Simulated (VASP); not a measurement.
Computed with PBEsol GGA, VASP's PBE PAW potentials (set 64) (plane waves; VASP).

VASP ran on this input.

File POSCAR:
```
W
1.0
 -1.5369935848   1.5369935848   1.5369935848
  1.5369935848  -1.5369935848   1.5369935848
  1.5369935848   1.5369935848  -1.5369935848
W
1
direct
  0.0000000000   0.0000000000   0.0000000000
```

INCAR:
```
SYSTEM = W
PREC = Accurate
ENCUT = 500
EDIFF = 1E-6
NELM = 100
ALGO = Normal
LREAL = .FALSE.
LASPH = .TRUE.
ISMEAR = 1
SIGMA = 0.1
GGA = PS
LMAXMIX = 6
LWAVE = .FALSE.
LCHARG = .FALSE.
IBRION = 2
ISIF = 3
NSW = 40
EDIFFG = -0.02
PSTRESS = 450
```

### KPOINTS
```
Automatic mesh
0
Gamma
17 17 17
0 0 0
```

POTCAR, in this order: W_sv (PBE.64 set). Program: vasp_std.

The run wrote:

### OSZICAR
```
       N       E                     dE             d eps       ncg     rms          rms(c)
DAV:   1     0.743501856282E+02    0.74350E+02   -0.77872E+03  3662   0.143E+03
DAV:   2    -0.128352251601E+02   -0.87185E+02   -0.84091E+02  3903   0.332E+02
DAV:   3    -0.143112108681E+02   -0.14760E+01   -0.14626E+01  4133   0.425E+01
DAV:   4    -0.143177511743E+02   -0.65403E-02   -0.65397E-02  3951   0.315E+00
DAV:   5    -0.143178006145E+02   -0.49440E-04   -0.49440E-04  4065   0.272E-01    0.255E+01
DAV:   6    -0.138418462377E+02    0.47595E+00   -0.48941E-01  3867   0.949E+00    0.109E+01
DAV:   7    -0.137031292973E+02    0.13872E+00   -0.28955E-01  3998   0.682E+00    0.477E-01
DAV:   8    -0.136984038013E+02    0.47255E-02   -0.43695E-03  3759   0.107E+00    0.115E-01
DAV:   9    -0.136982926104E+02    0.11119E-03   -0.11096E-04  4172   0.135E-01    0.374E-02
DAV:  10    -0.136982924362E+02    0.17427E-06   -0.13663E-05  3933   0.531E-02    0.296E-03
DAV:  11    -0.136982925737E+02   -0.13752E-06   -0.12032E-07  2118   0.525E-03
   1 F= -.96190636E+01 E0= -.96190226E+01  d E =-.961906E+01
       N       E                     dE             d eps       ncg     rms          rms(c)
DAV:   1    -0.171484480341E+02   -0.34502E+01   -0.11168E+02  3795   0.164E+02    0.433E+01
DAV:   2    -0.131693030694E+02    0.39791E+01   -0.51644E+00  3714   0.368E+01    0.101E+01
DAV:   3    -0.122516864828E+02    0.91762E+00   -0.19920E+00  3773   0.217E+01    0.755E+00
DAV:   4    -0.122433720799E+02    0.83144E-02   -0.74199E-02  3743   0.377E+00    0.542E-01
DAV:   5    -0.122412933033E+02    0.20788E-02   -0.89375E-03  3879   0.137E+00    0.828E-02
DAV:   6    -0.122412712415E+02    0.22062E-04   -0.12951E-04  3792   0.155E-01    0.108E-01
DAV:   7    -0.122412769948E+02   -0.57533E-05   -0.73108E-06  3891   0.376E-02    0.185E-03
DAV:   8    -0.122412771717E+02   -0.17694E-06   -0.67745E-08  2002   0.374E-03
   2 F= -.89137801E+01 E0= -.89137852E+01  d E =0.705283E+00
       N       E                     dE             d eps       ncg     rms          rms(c)
DAV:   1    -0.172600614675E+02   -0.50188E+01   -0.98064E+01  3750   0.175E+02    0.269E+01
DAV:   2    -0.141341782561E+02    0.31259E+01   -0.51327E+00  3708   0.296E+01    0.870E+00
DAV:   3    -0.135910370580E+02    0.54314E+00   -0.16248E+00  3792   0.172E+01    0.373E+00
DAV:   4    -0.135988527056E+02   -0.78156E-02   -0.15033E-02  3780   0.173E+00    0.230E+00
DAV:   5    -0.136040256204E+02   -0.51729E-02   -0.11629E-02  3842   0.133E+00    0.387E-02
DAV:   6    -0.136040178629E+02    0.77575E-05   -0.12322E-04  3948   0.144E-01    0.181E-02
DAV:   7    -0.136040105322E+02    0.73306E-05   -0.34867E-06  3756   0.240E-02    0.611E-03
DAV:   8    -0.136040104090E+02    0.12325E-06   -0.33687E-08  1956   0.223E-03
   3 F= -.96406135E+01 E0= -.96406121E+01  d E =-.215499E-01
       N       E                     dE             d eps       ncg     rms          rms(c)
DAV:   1    -0.135956694770E+02    0.83411E-02   -0.16227E-02  3762   0.208E+00    0.400E-01
DAV:   2    -0.135951037867E+02    0.56569E-03   -0.78477E-04  3747   0.399E-01    0.965E-02
DAV:   3    -0.135949971454E+02    0.10664E-03   -0.27721E-04  3815   0.232E-01    0.660E-02
DAV:   4    -0.135950001389E+02   -0.29935E-05   -0.77124E-06  3758   0.374E-02    0.987E-03
DAV:   5    -0.135949999611E+02    0.17781E-06   -0.48616E-07  1980   0.970E-03
   4 F= -.96407754E+01 E0= -.96407678E+01  d E =-.217118E-01
```

File OUTCAR:
```
------------------------ aborting loop because EDIFF is reached ----------------------------------------
  FORCE on cell =-STRESS in cart. coord.  units (eV):
  Direction    XX          YY          ZZ          XY          YZ          ZX
  --------------------------------------------------------------------------------------
  Total        3.9352622      3.9352622      3.9352622      0.0000000      0.0000000     -0.0000000
  in kB      447.8420420    447.8420420    447.8420420      0.0000000      0.0000000     -0.0000000
  external PRESSURE =      -2.1579580 kB  Pullay stress =     450.0000000 kB
  volume of cell :       14.08
      direct lattice vectors                 reciprocal lattice vectors
    -1.521130480  1.521130480  1.521130480     0.000000000  0.328702900  0.328702900
     1.521130480 -1.521130480  1.521130480     0.328702900  0.000000000  0.328702900
     1.521130480  1.521130480 -1.521130480     0.328702900  0.328702900  0.000000000
 POSITION                                       TOTAL-FORCE (eV/Angst)
 -----------------------------------------------------------------------------------
      0.00000      3.04226      0.00000        -0.000000      0.000000     -0.000000
 -----------------------------------------------------------------------------------
    total drift:                                0.000000      0.000000     -0.000000
  FREE ENERGIE OF THE ION-ELECTRON SYSTEM (eV)
  ---------------------------------------------------
  free  energy   TOTEN  =       -13.5949999611 eV

  energy  without entropy=      -13.5949770252  energy(sigma->0) =      -13.59499232
  enthalpy is  TOTEN    =        -9.6407754052 eV   P V=        3.9542245559

 reached required accuracy - stopping structural energy minimisation
```
(Selected blocks of OUTCAR.)

File CONTCAR:
```
W
   1.00000000000000
    -1.5211304799623535    1.5211304799623535    1.5211304799623535
     1.5211304799623535   -1.5211304799623535    1.5211304799623535
     1.5211304799623535    1.5211304799623535   -1.5211304799623535
  W
     1
Direct
     1.0000000000000000    0.0000000000000000    1.0000000000000000
```

Energy and stress use the plane-wave basis of the starting cell.

The compound is W in the bcc structure. This run relaxes it under an external pressure of 45 GPa. Symmetry was kept, so distortions that lower it aren't found.
